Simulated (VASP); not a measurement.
```
B As
1.0
     0.00000    2.38850    2.38850
     2.38850    0.00000    2.38850
     2.38850    2.38850    0.00000
B As
1 1
Direct
  0.00000 0.00000 0.00000
  0.25000 0.25000 0.25000
```

```
orbitals            : PBE
datasets            : PAW potentials of the _GW family
k mesh              : 6×6×6
bands in all        : 275
response cutoff     : 180 eV
wave cutoff         : 318.6 eV
frequencies         : real axis, 200 points
long-wave heads     : k·p
q → 0 term          : probe-charge (Ewald) weight
potentials          : B_GW, As_GW
band sums           : cut at the band count
spin-orbit coupling : off
```

Program: VASP. The Kohn-Sham gap (from Γ to k = (1/3, 1/3, 0)) is 1.27 eV and the electronic dielectric constant on this mesh 10.6.

**Question.** By how much does G0W0 change the gap?

**Answer.** By +0.64 eV, to 1.91 eV. The valence edge moves by -0.64 eV (Z = 0.79) and the conduction edge by 0.00 eV (Z = 0.80).

Points k are given in fractions of the reciprocal vectors. Band sums or response are cut, so the gap isn't at its basis limit. The gap is read among the points solved; the crystal's band edges can lie elsewhere. Meshes this coarse can overestimate the dielectric constant by a tenth and more.
